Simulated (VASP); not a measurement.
Data:

```
CdZnS2
1.0
    3.93430     0.00000     0.00000
   -1.96715     3.40720     0.00000
    0.00000     0.00000     6.52149
Zn Cd S
1 1 2
Cartesian
  0.00000   0.00000   6.51427
  0.00000   2.27147   3.30803
  0.00000   2.27147   5.81877
  0.00000   0.00000   2.30600
```

Calculation: PBEsol GGA, VASP's PBE PAW potentials (set 64) (plane waves; VASP). Numerical set-up: 400 eV cut-off, 12×12×6 Γ-centred mesh, Gaussian smearing of 0.010 eV, potentials Zn Cd S.

Task: What does the run give for the energy per atom (σ→0), band gap (on the k-mesh) with the smallest direct gap where there is one?

Result: 
The band gap (on the k-mesh) is 1.32 eV, the smallest direct gap (on the k-mesh) is 1.32 eV and the energy per atom (σ→0) is -3.567 eV/atom.

The structure comes from a computed database's ZnCdS2 entry (P3m1); how it stands against other phases isn't given here. It was relaxed first, which changed the volume by -5 %.
